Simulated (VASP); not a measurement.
VASP input:

KPOINTS:
```
Automatic mesh
0
Gamma
12 12 10
```

POSCAR:
```
TiB2
1.0
  1.4979666555  -2.5945543809   0.0000000000
  1.4979666555   2.5945543809   0.0000000000
  0.0000000000   0.0000000000   3.1632563632
Ti B
1 2
Cart
  0.0000000000   0.0000000000   3.1632563632
  1.4979666555   0.8648531900   1.5816281816
  1.4979666555  -0.8648531900   1.5816281816
```

INCAR:
```
NSW  =  40   ! most ionic steps
EDIFFG  =  -0.02   ! ionic stop
LWAVE  =  .FALSE.
ALGO  =  Normal   ! blocked Davidson
LASPH  =  .TRUE.
EDIFF  =  1E-6
ISIF  =  3
LMAXMIX  =  4
LREAL  =  .FALSE.   ! projection in real space or not
ISMEAR  =  1   ! Methfessel-Paxton
SYSTEM  =  TiB2
NELM  =  100   ! most electronic steps
LCHARG  =  .FALSE.
ENCUT  =  620   ! plane-wave cut-off (eV)
SIGMA  =  0.1   ! width (eV)
PREC  =  Accurate
IBRION  =  2
```

POTCAR, in this order: Ti_sv B (LDA.64 set). Program: vasp_std.

**Question.** Write an equivalent input for Quantum ESPRESSO's pw.x.

**Answer.** One equivalent input (not run):
```
&CONTROL
  calculation = 'vc-relax'
  pseudo_dir = './pseudo'
  outdir = './out'
  tprnfor = .true.
  tstress = .true.
  nstep = 40
  forc_conv_thr = 0.00078
/
&SYSTEM
  ibrav = 0
  nat = 3
  ntyp = 2
  ecutwfc = 84
  occupations = 'smearing'
  smearing = 'methfessel-paxton'
  degauss = 0.00735
  input_dft = 'pz'
/
&ELECTRONS
  conv_thr = 7.3e-08
  electron_maxstep = 100
/
&IONS
/
&CELL
/
ATOMIC_SPECIES
  Ti 47.867 Ti.upf
  B 10.810 B.upf
CELL_PARAMETERS angstrom
     1.4979667   -2.5945544   -0.0000000
     1.4979667    2.5945544   -0.0000000
    -0.0000000    0.0000000    3.1632564
ATOMIC_POSITIONS crystal
  Ti   0.0000000  0.0000000  1.0000000
  B    0.3333330  0.6666670  0.5000000
  B    0.6666670  0.3333330  0.5000000
K_POINTS automatic
  12 12 10 0 0 0
```
What does not carry over: the potentials are each code's own (VASP's PAW set, PseudoDojo norm-conserving files in pw.x), so ENCUT and ecutwfc are chosen apart and not converted; conv_thr bounds pw.x's estimated SCF error, while EDIFF bounds the energy change between steps; forc_conv_thr acts on force components and is met together with etot_conv_thr.

The compound is TiB2 in the AlB2 type structure. It was relaxed first.
